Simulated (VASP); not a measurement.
Elastic constants (GPa) of a crystal from LDA (Ceperley-Alder, Perdew-Zunger), VASP's LDA PAW potentials (set 64) (VASP):

```
      xx    yy    zz    yz    xz    xy
--  ----  ----  ----  ----  ----  ----
xx  97.6  59.3  59.3   0.0   0.0   0.0
yy  59.3  97.6  59.3   0.0   0.0   0.0
zz  59.3  59.3  97.6   0.0   0.0   0.0
yz   0.0   0.0   0.0  42.6   0.0   0.0
xz   0.0   0.0   0.0   0.0  42.6   0.0
xy   0.0   0.0   0.0   0.0   0.0  42.6
```

### Question
Work out the Voigt, Reuss and Hill moduli, Young's modulus and Poisson's ratio.

### Answer
All eigenvalues are positive (smallest 38.3 GPa), so the crystal is stable. K_V = (C11+C22+C33+2(C12+C13+C23))/9 = (292.8 + 2×177.9)/9 = 72.1 GPa; G_V = (292.8 − 177.9 + 3×127.8)/15 = 33.2 GPa. From the compliances, K_R = 72.1 GPa and G_R = 28.6 GPa. Hill: K = 72.1 GPa, G = 30.9 GPa, E = 9KG/(3K+G) = 81.1 GPa, ν = (3K−2G)/(2(3K+G)) = 0.312. K/G = 2.33, above Pugh's 1.75; universal anisotropy A^U = 0.81.

### Question
With a density of 5.54 g/cm³, what are the mean sound speeds?

### Answer
v_l = √((K+4G/3)/ρ) = 4.52 km/s and v_t = √(G/ρ) = 2.36 km/s. The crystal is ZnSe (zinc blende), cubic.

The compound is ZnSe in the zinc blende structure. It was relaxed first, which changed the volume by -5 %.
